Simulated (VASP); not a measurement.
Runs of VASP 6.6.1 on FSiH3. The cell holds a molecule in a box, 5 atoms: a = 12.000 Å, b = 12.000 Å, c = 12.000 Å, α = 90.00°, β = 90.00°, γ = 90.00°. 

```csv
task,level,potentials or basis,cell,cutoff (eV),gap on the mesh (eV),largest force (eV/Å)
single point,PBE+D4,"VASP PAW PBE potentials, release 64 (F_s, Si, H_s)",as given,400,7.09,0.98
atomic charges,PBE+TS,"VASP PAW PBE potentials, release 64 (F, Si, H)",as given,520,7.10,0.74
electron localisation function,PBE,"VASP PAW PBE potentials, release 64 (F, Si, H)",as given,520,7.10,0.73
single point,PBE,"VASP PAW PBE potentials, release 64 (F, Si, H)",as given,520,7.10,0.73
relaxation of the atoms,BLYP,"VASP PAW PBE potentials, release 64 (F_h, Si, H_h)",atoms relaxed,900,(a),0.01
```

Alike in all rows: no spin polarisation; k mesh 1 × 1 × 1; smearing gaussian 0.01 eV.

Q: Fill in the values left out.

A: (a) 7.14.

Caveats: the PAW data sets were made with another functional, which shifts forces and pressure a little (some runs).

